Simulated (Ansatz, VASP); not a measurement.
## Ga3B in VASP and in Ansatz

```xyz
4
Lattice="4.3871 0.0000 0.0000 0.0000 4.3871 0.0000 0.0000 0.0000 4.3871" Properties=species:S:1:pos:R:3 pbc="T T T"
Ga    2.1935    0.0000    0.0000
Ga    0.0000    2.1935    0.0000
Ga    0.0000    0.0000    2.1935
B     0.0000    0.0000    0.0000
```

Alike in both runs: functional PBE; k mesh 12 × 12 × 12; occupations gaussian, width 0.1 eV; no spin polarisation.

Ansatz relaxed the structure, and its values are those at the end. VASP's run is a single point on that final structure, the one shown.

|  | VASP | Ansatz |
| --- | --- | --- |
| version | VASP 6.6.1 | Ansatz 0.2.0 |
| potentials or method | VASP PAW PBE potentials, release 64 (Ga_d, B) | scalar-relativistic, plane waves, PAW |
| plane-wave cutoff (eV) | 520 | 420 |
| valence electrons in the cell | 42 | 42 |

```csv
,VASP,Ansatz,Ansatz less VASP
gap on the k mesh at the Fermi level (eV),none,none,-
pressure (GPa),0.0,0.0,-0.01
```

A gap of «none» marks a metal or a gap that the smearing closes.
